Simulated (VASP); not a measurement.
**Lattice constant a of zinc-blende III-V compounds: PBEsol against PBE**

VASP (plane waves, PAW); cells keep the symmetry of their structure type. Static lattice, each level at its own minimum.

Here x stands for PBE a and y for PBEsol less PBE.

| solid | PBE a (Å) | PBEsol less PBE (Å) | cut-off (eV) |
|---|---|---|---|
| AlN | 4.402 | ? | 520 |
| GaN | 4.550 | -0.053 | 520 |
| GaP | 5.506 | -0.069 | 520 |
| AlAs | 5.733 | -0.051 | 520 |
| GaAs | 5.750 | -0.087 | 520 |
| InAs | 6.190 | -0.098 | 520 |
| InSb | 6.635 | -0.114 | 520 |

Fit y of the 6 rows that show it with a straight line. With u = x - 5.7, the rows have u = -1.1500, -0.1940, 0.0330, 0.0500, 0.4900, 0.9350. Means: u 0.027333, y -0.0787. About the means, the sum of products is -0.073406 and the sum of squares of u is 2.4736; the slope is their ratio. Least squares gives y = -0.0779 - 0.02968·u. Residuals (row less fit): -0.0092, 0.0031, 0.0279, -0.0076, -0.0056, -0.0083; standard error 0.0161 (degrees of freedom: 4). The slope is -0.0297 with a standard error of 0.010.

**Question.** Predict the withheld y at x = 4.402 from the fit, and compare with the calculation.

**Answer.** u = -1.2980, so y = -0.0779 - 0.02968 × (-1.2980) = -0.0394 Å. The calculation gives -0.024 Å, 0.0154 Å above the prediction (17.1 % of the range of y in the table). The row lies outside the fitted rows, so this is an extrapolation. From the scatter of the fitted rows alone, a prediction at this place has a standard error of 0.0220 Å, so the miss is 0.7 times that.

AlN is here a metastable form; wurtzite is the usual one. GaN is here a metastable form; wurtzite is the usual one. The rows are a random draw from the solids of this series computed here; series whose standard error about the line passes 12 to 30 % of the range of y, or with no trend, aren't shown in this form.
